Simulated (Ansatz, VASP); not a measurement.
Two plane-wave programs on La2FeCo2C

```
La Co Fe C
1.0
    -2.03730    2.97381    4.47276
     4.07461    0.00000    0.00000
     2.03730    2.97381   -4.47276
La Co Fe C
2 2 1 1
Direct
  0.30654 0.80654 0.69346
  0.69346 0.19346 0.30654
  0.79647 0.50000 0.79647
  0.20353 0.50000 0.20353
  0.00000 0.00000 0.00000
  0.50000 0.50000 0.50000
```

Alike in both runs: functional PBE; k mesh 5 × 5 × 5; occupations gaussian, width 0.0121 eV; no spin polarisation.

Ansatz relaxed the structure, and its values are those at the end. VASP's run is a single point on that final structure, the one shown.

|  | VASP | Ansatz |
| --- | --- | --- |
| version | VASP 6.6.1 | Ansatz 0.2.0 |
| potentials or method | VASP PAW PBE potentials, release 64 (La, Co, Fe, C) | PAW plane waves |
| plane-wave cutoff (eV) | 520 | 420 |
| valence electrons in the cell | 52 | 76 |

|  | VASP | Ansatz | Ansatz less VASP |
| --- | --- | --- | --- |
| gap on the k mesh at the Fermi level (eV) | none | none | - |
| pressure (GPa) | -0.1 | 0.0 | +0.14 |
| rms of the force components (eV/Å) | 0.026 | 0.001 | -0.0250 |

A gap of «none» marks a metal or a gap that the smearing closes. With one functional, cell and mesh, what is left measures potentials, basis and numerics. The two sets of potentials don't hold the same shells in valence.

Spin-orbit coupling is left out, which matters for the levels of La. Spin polarisation is off, so any magnetic state and its effect on volume and gap are missing.
